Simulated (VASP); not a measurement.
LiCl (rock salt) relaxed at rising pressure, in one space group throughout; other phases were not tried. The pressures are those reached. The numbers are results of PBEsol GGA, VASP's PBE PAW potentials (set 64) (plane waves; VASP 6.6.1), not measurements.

```csv
P (GPa),V (Å³/atom),k-mesh
-0.03,16.211,9×9×9
4.87,14.541,9×9×9
9.98,13.437,10×10×10
20.09,12.040,10×10×10
30.08,11.133,10×10×10
```

A change of mesh leaves a small step in the series.

Problem. Fit an equation of state and predict the volume at 44.98 GPa.

Solution. Least squares on the third-order Birch-Murnaghan form, P = (3B0/2)(y⁷ − y⁵)[1 + (3/4)(B′ − 4)(y² − 1)] with y = (V0/V)^(1/3), gives V0 = 16.197 Å³/atom, B0 = 36 GPa and B′ = 4.3, and so 10.195 Å³/atom. The run gave 10.190 Å³/atom, -0.1 % from the fit.

Pressures at which the relaxation failed are left out.

The compound is LiCl in the rock salt structure.
